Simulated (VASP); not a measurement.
The system is MgZr2O3.

```
Mg Zr O
1.0
     2.99266    0.00000    0.00000
     0.00000    2.99266    0.00000
     0.00000    0.00000   10.00389
Mg Zr O
1 2 3
Cartesian
  1.4963 1.4963 5.0019
  1.4963 1.4963 8.4769
  1.4963 1.4963 1.5270
  0.0000 0.0000 0.0000
  0.0000 0.0000 7.1483
  0.0000 0.0000 2.8556
```

The cell was built by a generator and needn't be a form met in nature.

- Program: VASP 6.6.1
- Task: relaxation of cell and atoms
- Functional: PBE
- Potentials or basis: VASP PAW PBE potentials, release 64 (Mg, Zr_sv, O)
- Cutoff: 520 eV
- k mesh: 5 × 5 × 2
- Occupations: gaussian, width 0.15 eV
- Spin: no spin polarisation

At the start: pressure -18.6 GPa; volume 14.93 Å³/atom.

Question: Where does the relaxation end?

Answer: Over 24 steps the energy falls by 321.9 meV/atom and the volume is 14.37 Å³/atom (-3.8 %); space group P4/mmm (No. 123, to 0.05 Å).

Step by step:
```tsv
step	energy change (eV)	largest force (eV/Å)	pressure (GPa)	volume (Å³)
1	0.0000	2.5720	-18.57	89.59
2	-1.0681	0.5209	21.25	68.95
3	-1.4324	0.8720	2.74	74.89
4	-1.4329	0.8241	3.23	74.61
5	-1.5465	0.4077	1.58	76.28
6	-1.5516	0.2769	1.08	76.75
7	-1.5910	0.4066	-0.22	78.07
8	-1.6587	0.5527	-3.56	82.05
9	-1.6798	0.6045	-3.12	82.12
10	-1.7288	0.8069	-1.52	82.32
11	-1.7452	1.3697	2.26	82.64
12	-1.7544	1.1033	0.60	82.51
13	-1.7951	0.9635	0.68	82.81
14	-1.8842	0.4951	1.28	83.70
15	-1.8858	0.6424	3.30	85.42
16	-1.9171	0.0941	2.16	84.54
17	-1.9286	0.1987	-0.44	86.17
18	-1.9289	0.1813	-0.22	85.97
19	-1.9289	0.1810	-0.30	85.92
20	-1.9258	0.1342	0.79	85.23
21	-1.9288	0.1729	0.22	85.83
22	-1.9289	0.1795	0.29	85.89
23	-1.9311	0.0940	0.21	86.09
24	-1.9313	0.0663	0.08	86.20
```

Final structure:
```
Mg Zr O
1.0
     2.84281    0.00000    0.00000
     0.00000    2.84281    0.00000
     0.00000    0.00000   10.66604
Mg Zr O
1 2 3
Direct
  0.50000 0.50000 0.50000
  0.50000 0.50000 0.85231
  0.50000 0.50000 0.14769
  0.00000 0.00000 0.00000
  0.00000 0.00000 0.76285
  0.00000 0.00000 0.23715
```

Caveat: the k mesh is coarse (spacing up to 0.42 Å⁻¹), so the values aren't converged.
